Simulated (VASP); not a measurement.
Input:

```yaml
crystal:
  lattice:
    - [0.00000, 2.69125, 2.69125]
    - [2.69125, 0.00000, 2.69125]
    - [2.69125, 2.69125, 0.00000]
  atoms:
    - { symbol: Zn, position: [0.00000, 0.00000, 0.00000] }
    - { symbol: S, position: [0.25000, 0.25000, 0.25000] }
```

The numbers are results of r2SCAN meta-GGA with spin-orbit coupling, VASP's PBE PAW potentials (set 64) (plane waves; VASP), not measurements. Numerical set-up: 400 eV cut-off, 8×8×8 Γ-centred mesh, Gaussian smearing of 0.050 eV, potentials Zn S.

### Question
What does the run give for the energy per atom (σ→0), band gap (over mesh and band path) with the smallest direct gap where there is one?

### Answer

| Quantity | Value |
|---|---|
| band gap (over mesh and band path) | 2.71 eV |
| smallest direct gap (over mesh and band path) | 2.71 eV |
| energy per atom (σ→0) | -9.432 eV/atom |

Total energies compare only between runs with the same potentials, cut-off and functional.

The compound is ZnS in the zinc blende structure. It was relaxed first.
